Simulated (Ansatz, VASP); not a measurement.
## HfMgO in VASP and in Ansatz

Contents of INCAR:

```
SYSTEM = HfMgO
PREC = Accurate
ENCUT = 600
EDIFF = 1E-6
ISMEAR = 0
SIGMA = 0.1
LREAL = .False.
LASPH = .True.
NELM = 60
ALGO = Normal
ISIF = 3
LWAVE = .False.
LCHARG = .False.
GGA = PE
IBRION = 2
NSW = 90
EDIFFG = -0.04
```

File KPOINTS:

```
regular mesh
0
Gamma
  6 6 4
  0 0 0
```

Contents of POSCAR:

```
HfMgO
1.0
    3.2270808000      0.0000000000      0.0000000000
    0.0000000000      3.2270808000      0.0000000000
    0.0000000000      0.0000000000      4.4069434900
Mg Hf O
1 1 1
Direct
    0.5000000000      0.5000000000      0.4879804400
    0.0000000000      0.0000000000      0.8664803400
    0.5000000000      0.5000000000      0.1264843700
```

Input for Ansatz:

```yaml
crystal:
  lattice:
    - [3.2270808, 0.0, 0.0]
    - [0.0, 3.2270808, 0.0]
    - [0.0, 0.0, 4.40694349]
  atoms:
    - { symbol: Mg, position: [0.5, 0.5, 0.48798044] }
    - { symbol: Hf, position: [0.0, 0.0, 0.86648034] }
    - { symbol: O, position: [0.5, 0.5, 0.12648437] }
basis:
  ecutwfc: 420
kpoints:
  mp_grid: { grid: [6, 6, 4] }
hamiltonian:
  xc: pbe
scf:
  occupations: { method: gaussian, width: 0.1 }
  lower_state_search: "off"
output:
  forces: true
  stress: true
  eigenvalues: true
relax:
  adjacent_minimum: "off"
  f_tol: 0.04
  max_steps: 70
  cell: { stress_tol: 0.4 }
```

Alike in both runs: task relaxation of cell and atoms; functional PBE; k mesh 6 × 6 × 4; occupations gaussian, width 0.1 eV; no spin polarisation.

|  | VASP | Ansatz |
| --- | --- | --- |
| version | VASP 6.6.1 | Ansatz 0.2.0 |
| potentials or method | VASP PAW PBE potentials, release 64 (Mg, Hf_pv, O) | scalar-relativistic, plane waves, PAW |
| plane-wave cutoff (eV) | 600 | 420 |
| valence electrons in the cell | 18 | 42 |

|  | VASP | Ansatz | Ansatz less VASP |
| --- | --- | --- | --- |
| gap on the k mesh at the Fermi level, each at its own relaxed structure (eV) | none | none | - |
| relaxed volume (Å³/atom) | 15.45 | 15.59 | +0.139 |
| relaxed cell length with the largest relative difference (Å) | 3.080 | 3.095 | +0.0154 |
| energy change over the relaxation (meV/atom) | -939 | -906 | +32.6 |

A gap of «none» marks a metal or a gap that the smearing closes. The two sets of potentials don't hold the same shells in valence.

The runs have no spin-orbit coupling, so splittings on Hf are missing.
